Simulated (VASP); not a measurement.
Input:

```
Er2Te3
1.0
    4.86916     0.00000     0.00000
   -2.43458     4.21681     0.00000
    0.00000     0.00000     7.58688
Er Te
2 3
Direct
  0.33333   0.66667   0.24670
  0.66667   0.33333   0.75330
  0.00000   0.00000   0.00000
  0.33333   0.66667   0.64700
  0.66667   0.33333   0.35300
```

Level of theory: PBE GGA, VASP's PBE PAW potentials (set 64) (plane waves; VASP). Numerical set-up: 400 eV cut-off, 5×5×3 Γ-centred mesh, Fermi-Dirac smearing of 0.20 eV, potentials Er_3 Te.

The 4f electrons are frozen in the core of the lanthanide potential, so 4f levels, which can set the real gap, and their magnetism are missing.

Q: What does the run give for the energy per atom (σ→0), pressure, largest force?

A: 
```yaml
energy per atom (σ→0): -4.804 eV/atom
pressure: 40.2 kbar
largest_force: 0.751 eV/Å
```

Only differences to runs with the same potentials and settings are physical.

The structure was generated: Er2Te3 was put into the A-La2O3 type (P-3m1), which need not be its known phase. The cell was not relaxed at this level. The run is one of a series of settings (ISMEAR = -1, SIGMA = 0.2 against the base run), some of them coarse on purpose.
